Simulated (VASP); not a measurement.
All values below come from PBE GGA with D3 dispersion (zero damping), VASP's PBE PAW potentials (set 64) (plane waves; VASP 6.6.1).

VASP ran on this input.

INCAR:
```
LREAL=F   ! projection in real space or not
LWAVE=F
NELM=100   ! most electronic steps
EDIFF=1E-7   ! SCF stop (eV)
GGA=PE
PREC=Accurate
SYSTEM=GaP
NEDOS=601
ISIF=2   ! forces and stress, cell fixed
LMAXMIX=4   ! l cut-off of mixed one-centre charges
ISMEAR=-5
IVDW=11   ! D3, zero damping
ENCUT=520
ALGO=Normal
LCHARG=T
LASPH=T   ! aspherical one-centre terms
LORBIT=11   ! lm-projected
```

File KPOINTS:
```
Automatic mesh
0
Gamma
9 9 9
0 0 0
```

### POSCAR
```
GaP
1
    0.0000000000     2.7353058328     2.7353058328
    2.7353058328     0.0000000000     2.7353058328
    2.7353058328     2.7353058328     0.0000000000
Ga P
1 1
Direct
  0.0000000000   0.0000000000   0.0000000000
  0.2500000000   0.2500000000   0.2500000000
```

POTCAR, in this order: Ga_d P (PBE.64 set). Program: vasp_std.

**Question.** What will the output report for the number of irreducible k-points (NKPTS), largest plane-wave count, number of space-group operations, FFT grid (NGX, NGY, NGZ)?

**Answer.** 
The number of irreducible k-points (NKPTS) is 35 and the largest plane-wave count is 1118. The number of space-group operations is 24 and the FFT grid (NGX, NGY, NGZ) is 30 × 30 × 30.

The compound is GaP in the zinc blende structure. It was relaxed first.
